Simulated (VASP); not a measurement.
# Calcium with SCAN: from relaxation to properties, part 3 of 3

Aim: relax Calcium, then compute properties on the relaxed cell. Left out of this account: 1 further run (phonons: it ended without a result to show). The start is a cell from a database of measured crystal structures.

VASP 6.6.1; SCAN; plane waves and PAW (Ca_sv).

So far. Step 5 (Bands along the symmetry lines (SCAN)): Of the bands kept, 2 cross the Fermi level on this path. The relaxed cell has a = 5.559 Å (conventional setting).

## Step 6: Density of states (SCAN)

Here the states are counted by energy and projected on the atoms. The mesh is finer than in the run before.

Contents of INCAR:

```
SYSTEM = Ca
PREC = Accurate
ENCUT = 400
EDIFF = 1E-06
NELM = 100
ISMEAR = -5
SIGMA = 0.2
LREAL = .FALSE.
ALGO = Normal
METAGGA = SCAN
LASPH = .TRUE.
NBANDS = 16
LORBIT = 11
LWAVE = .FALSE.
LCHARG = .FALSE.
KPAR = 2
NEDOS = 2001
```

Contents of POSCAR:

```
Ca
1.0
    0.0000000000      2.7792990520      2.7792990520
    2.7792990520      0.0000000000      2.7792990520
    2.7792990520      2.7792990520      0.0000000000
Ca
1
Direct
    0.0000000000      0.0000000000      0.0000000000
```

Contents of KPOINTS:

```
Automatic mesh
0
Gamma
12 12 12
0 0 0
```

PAW data sets: Ca_sv (PBE family, release 64).

Launch:

```bash
$ mpirun -np 2 vasp_std
```

What it wrote:

```text
[... set-up lines as in an earlier step ...]
 entering main loop
       N       E                     dE             d eps       ncg     rms          rms(c)
DAV:   1     0.589212974752E+02    0.58921E+02   -0.41956E+03  2304   0.474E+02
DAV:   2    -0.994696036817E+01   -0.68868E+02   -0.67411E+02  2864   0.158E+02
DAV:   3    -0.116560016905E+02   -0.17090E+01   -0.16909E+01  3168   0.231E+01
DAV:   4    -0.116797688251E+02   -0.23767E-01   -0.23812E-01  2784   0.250E+00
DAV:   5    -0.116801940848E+02   -0.42526E-03   -0.42577E-03  3096   0.254E-01    0.693E-01
DAV:   6    -0.960822023772E+01    0.20720E+01   -0.17325E+00  3776   0.674E+00    0.190E+00
DAV:   7    -0.957260841829E+01    0.35612E-01   -0.68458E-02  2744   0.163E+00    0.196E+00
DAV:   8    -0.961679475584E+01   -0.44186E-01   -0.66507E-02  3568   0.909E-01    0.109E+00
DAV:   9    -0.961467311593E+01    0.21216E-02   -0.38909E-02  2416   0.840E-01    0.283E-01
DAV:  10    -0.962408859238E+01   -0.94155E-02   -0.28191E-02  2640   0.125E+00    0.391E-01
DAV:  11    -0.961434217262E+01    0.97464E-02   -0.13523E-02  2576   0.796E-01    0.124E-01
DAV:  12    -0.961532049269E+01   -0.97832E-03   -0.14960E-03  2552   0.240E-01    0.441E-02
DAV:  13    -0.961603703484E+01   -0.71654E-03   -0.17814E-04  2664   0.973E-02    0.118E-02
DAV:  14    -0.961575855933E+01    0.27848E-03   -0.19985E-05  2488   0.294E-02    0.955E-03
DAV:  15    -0.961590817382E+01   -0.14961E-03   -0.12660E-06  2656   0.953E-03    0.615E-03
DAV:  16    -0.961584456057E+01    0.63613E-04   -0.29064E-07  2320   0.382E-03    0.135E-03
DAV:  17    -0.961583076650E+01    0.13794E-04   -0.29233E-08  1336   0.125E-03    0.448E-04
DAV:  18    -0.961582732766E+01    0.34388E-05   -0.13761E-08  1264   0.920E-04    0.180E-04
DAV:  19    -0.961582625563E+01    0.10720E-05   -0.58858E-09  1216   0.544E-04    0.454E-05
DAV:  20    -0.961582612912E+01    0.12651E-06   -0.25593E-09  1208   0.284E-04
   1 F= -.96158261E+01 E0= -.96158261E+01  d E =0.000000E+00
 -----------------------------------------------------------------------------
|                                                                             |
|           W    W    AA    RRRRR   N    N  II  N    N   GGGG   !!!           |
|           W    W   A  A   R    R  NN   N  II  NN   N  G    G  !!!           |
|           W    W  A    A  R    R  N N  N  II  N N  N  G       !!!           |
|           W WW W  AAAAAA  RRRRR   N  N N  II  N  N N  G  GGG   !            |
|           WW  WW  A    A  R   R   N   NN  II  N   NN  G    G                |
|           W    W  A    A  R    R  N    N  II  N    N   GGGG   !!!           |
|                                                                             |
|     Tetrahedron method does not include variations of the Fermi             |
|     occupations, so forces and stress will be inaccurate. We suggest        |
|     using a different smearing scheme ISMEAR = 1 or 2 for metals in         |
|     relaxations.                                                            |
|                                                                             |
 -----------------------------------------------------------------------------
```

The job ended after 53 s (2 MPI ranks of Intel Xeon 6975P-C (Granite Rapids), shared host; peak memory 0.32 GiB; 92 s of CPU time).

From OUTCAR (step 6):

```text
   k-points           NKPTS =     72   k-points in BZ     NKDIM =     72   number of bands    NBANDS=     16

   NELECT =      10.0000    total number of electrons

 E-fermi :   1.9179

 k-point     1 :       0.0000    0.0000    0.0000
  band No.  band energies     occupation
      1     -41.9831      2.00000
      2     -21.9803      2.00000
      3     -21.9803      2.00000
      4     -21.9801      2.00000
      5      -2.2617      2.00000
      6       4.5292      0.00000
      7       4.5294      0.00000
      8       4.5294      0.00000
      9       5.6634      0.00000
     10       5.6634      0.00000
    ...

  Total       -0.0312813     -0.0312813     -0.0312813     -0.0000000      0.0000000     -0.0000000
  in kB       -1.1672378     -1.1672378     -1.1672378     -0.0000000      0.0000000     -0.0000000
  external PRESSURE =      -1.1672378 kB  Pullay stress =       0.0000000 kB

 POSITION                                       TOTAL-FORCE (eV/Angst)
 -----------------------------------------------------------------------------------
      0.00000      0.00000      0.00000        -0.000000      0.000000     -0.000000
 -----------------------------------------------------------------------------------
    total drift:                               -0.000000     -0.000000     -0.000000

  FREE ENERGIE OF THE ION-ELECTRON SYSTEM (eV)
  ---------------------------------------------------
  free  energy   TOTEN  =        -9.6158261291 eV

  energy  without entropy=       -9.6158261291  energy(sigma->0) =       -9.61582613

[... 6 parts as in an earlier step ...]

[... 10 further parts left out ...]
```

With tetrahedra the forces and stress of a metal are not exact derivatives of the energy.

Numbers from this step:

| Quantity | Value |
| --- | --- |
| SCF cycles | 20 |
| irreducible k-points | 72 |
| Fermi energy | 1.918 eV |
| pressure | -0.1167 GPa |
| DOS at the Fermi level | 1.209 states/eV/cell |

The density of states has structure finer than the step of the table below, so its rows give means over 0.5 eV, whole bins alone (the curve runs from -12.0 to 6.40 eV). Peaks (eV: height): total 2.71: 3.10, 3.05: 3.82, 4.35: 3.96, 4.76: 3.64; Ca d 2.71: 1.90, 3.05: 2.23, 4.35: 3.05, 5.51: 0.974; Ca p -0.09: 0.0535, 0.73: 0.0576, 0.93: 0.0974, 4.76: 0.0377; Ca s -0.98: 0.0381, 3.05: 0.0301, 4.76: 0.0957, 5.51: 0.153.

States under -12.0 eV and over 6.4 eV are left out. Density of states against energy, zero at the Fermi level; means over each step; values in states/eV/cell:

```csv
energy (eV),total,Ca d,Ca p,Ca s
-4.5,0,0,0,0
-4.0,0.0741,0,4.0e-4,0.00671
-3.5,0.188,3.9e-4,0.00219,0.0161
-3.0,0.269,0.00161,0.00497,0.0212
-2.5,0.347,0.00462,0.00852,0.0248
-2.0,0.433,0.0114,0.0127,0.0275
-1.5,0.539,0.0253,0.0172,0.0297
-1.0,0.722,0.0597,0.0222,0.0339
-0.5,0.857,0.109,0.0273,0.0251
0.0,1.02,0.159,0.0401,0.0127
0.5,1.39,0.356,0.0377,0.0149
1.0,2.24,0.670,0.0647,0.00459
1.5,1.57,0.615,0.0240,0.00312
2.0,1.25,0.607,0.00773,0.00215
2.5,1.47,0.861,0.00327,9.4e-4
3.0,2.70,1.62,0.0148,0.0128
3.5,1.85,1.21,0.0120,0.00523
4.0,2.39,1.76,0.0112,0.00319
4.5,3.54,2.71,0.0178,0.0233
5.0,1.11,0.721,0.0178,0.0292
5.5,1.39,0.699,0.0253,0.108
6.0,1.00,0.413,0.0297,0.0827
```

The finer mesh and the other smearing move the Fermi level by +0.05 eV from the 8×8×8 run, a small shift, which tests the Fermi level alone.

## Step 7: Field gradients at the nuclei (SCAN)

Field gradients probe how far the charge around each nucleus departs from cubic symmetry; LASPH keeps the non-spherical terms inside the spheres.

Contents of INCAR:

```
SYSTEM = Ca
PREC = Accurate
ENCUT = 400
EDIFF = 1E-07
NELM = 100
ISMEAR = 1
SIGMA = 0.2
LREAL = .FALSE.
ALGO = Normal
METAGGA = SCAN
LASPH = .TRUE.
NBANDS = 11
LORBIT = 11
LWAVE = .FALSE.
LCHARG = .FALSE.
KPAR = 2
LEFG = .TRUE.
```

POSCAR is that of step 6.

Contents of KPOINTS:

```
Automatic mesh
0
Gamma
8 8 8
0 0 0
```

Launch:

```bash
$ mpirun -np 2 vasp_std
```

What it wrote:

```text
[... set-up lines as in an earlier step ...]
 entering main loop
       N       E                     dE             d eps       ncg     rms          rms(c)
[... 17 cycles as in an earlier step ...]
DAV:  18    -0.961575560727E+01    0.30539E-04   -0.33558E-07   929   0.457E-03    0.809E-04
DAV:  19    -0.961573315667E+01    0.22451E-04   -0.13619E-07   799   0.332E-03    0.150E-03
DAV:  20    -0.961575097055E+01   -0.17814E-04   -0.43985E-08   479   0.243E-03    0.481E-05
DAV:  21    -0.961574924790E+01    0.17227E-05   -0.54533E-09   355   0.727E-04    0.131E-04
DAV:  22    -0.961575007182E+01   -0.82392E-06   -0.14552E-09   352   0.346E-04    0.672E-05
DAV:  23    -0.961575124067E+01   -0.11689E-05   -0.58760E-10   349   0.229E-04    0.658E-06
DAV:  24    -0.961575128486E+01   -0.44194E-07   -0.15443E-10   355   0.109E-04
ion   1
     0.0000000    -0.0000000     0.0000000     0.0000000     0.0000000     0.0000000
     0.0000398    -0.0000000     0.0000000     0.0000000     0.0000000     0.0000000
     0.0000548    -0.0000000     0.0000000     0.0000000     0.0000000     0.0000000
     0.0000754    -0.0000000     0.0000000     0.0000000     0.0000000     0.0000000
     0.0001039    -0.0000000     0.0000000     0.0000000     0.0000000     0.0000000

     0.0000000    -0.0000000    -0.0000000     0.0000000     0.0000000     0.0000000
     0.0000398    -0.0000000    -0.0000000     0.0000000     0.0000000     0.0000000
     0.0000548    -0.0000000    -0.0000000     0.0000000     0.0000000     0.0000000
     0.0000754    -0.0000000    -0.0000000     0.0000000     0.0000000     0.0000000
     0.0001039    -0.0000000    -0.0000000     0.0000000     0.0000000     0.0000000

   1 F= -.96157513E+01 E0= -.96139793E+01  d E =-.531605E-02
```

Wall time 25 s (2 MPI ranks); peak memory 0.29 GiB.

OUTCAR, selected parts (step 7):

```text
   NELECT =      10.0000    total number of electrons

 E-fermi :   1.8706

 k-point     5 :       0.5000    0.0000    0.0000
  band No.  band energies     occupation
    ...
      2     -22.1091      2.00000
      3     -21.9936      2.00000
      4     -21.9935      2.00000
      5       1.0020      2.00000
      6       1.6576      2.06126
      7       4.4126     -0.00000
      8       4.4126     -0.00000
      9       6.3849      0.00000
     10       6.3850      0.00000
     11       7.5336      0.00000

  Total       -0.0006895     -0.0006895     -0.0006895      0.0000000      0.0000000     -0.0000000
  in kB       -0.0257283     -0.0257283     -0.0257283      0.0000000      0.0000000     -0.0000000
  external PRESSURE =      -0.0257283 kB  Pullay stress =       0.0000000 kB

 POSITION                                       TOTAL-FORCE (eV/Angst)
 -----------------------------------------------------------------------------------
      0.00000      0.00000      0.00000         0.000000     -0.000000      0.000000
 -----------------------------------------------------------------------------------
    total drift:                               -0.000000     -0.000000     -0.000000

  FREE ENERGIE OF THE ION-ELECTRON SYSTEM (eV)
  ---------------------------------------------------
  free  energy   TOTEN  =        -9.6157512849 eV

  energy  without entropy=       -9.6104352314  energy(sigma->0) =       -9.61397927

 Electric field gradients after diagonalization (V/A^2)
 (convention: |V_zz| > |V_xx| > |V_yy|)
----------------------------------------------------------------------
 ion       V_xx      V_yy      V_zz     asymmetry (V_yy - V_xx)/ V_zz
----------------------------------------------------------------------
   1       0.001     0.001    -0.001       0.000
----------------------------------------------------------------------

[... 15 parts as in an earlier step ...]

[... 2 further parts left out ...]
```

This step gave:

```yaml
scf_cycles: 24
bands: 11
irreducible_k_points: 29
fermi_energy: 1.871 eV
pressure: -0.002573 GPa
```

Electric field gradients, by row:

```csv
atom,Vxx (V/Å²),Vyy (V/Å²),Vzz (V/Å²),asymmetry
Ca1,0.001,0.001,-0.001,-
```

All gradients vanish within the noise.

The run ends at a pressure of 0.00 GPa.

## Step 8: Results

| Item | Value |
| --- | --- |
| relaxed volume | 42.94 Å³/atom |
| relaxed conventional cell a, b, c | 5.559, 5.559, 5.559 Å |
| space group after relaxing, within 0.02 Å | Fm-3m (No. 225) |
| band gap | none, a metal |
| DOS at the Fermi level | 1.21 states/eV/cell |
| largest field gradient Vzz | zero within the noise on all sites |

What this shows: With SCAN, Calcium relaxes to 42.94 Å³/atom in space group Fm-3m (held by the symmetry of the run) and comes out as a metal. Against the listed cell the volume lies -1.6 %. Bands along the symmetry lines (SCAN): Of the bands kept, 2 cross the Fermi level on this path. The k-sampling is coarse for a metal, so the Fermi level, pressures and the shape of the cell carry errors. No search among competing phases was made. All values are for a static lattice at zero temperature.

[Lines on the potential files, build, host, timing and source positions are cut from VASP's logs without a mark.]

[Logs are printed without paths, hosts, clocks, repeated set-up lines and the standing remarks that a program may print on its own settings, such as how far it seeks lower states.]

[Hosts, paths, dates, database ids (printed as entryN), source tags and the programs' standing remarks are cut or masked in the printed files.]

[A measured line is paired with the nearest computed mode of its activity, which favours agreement.]
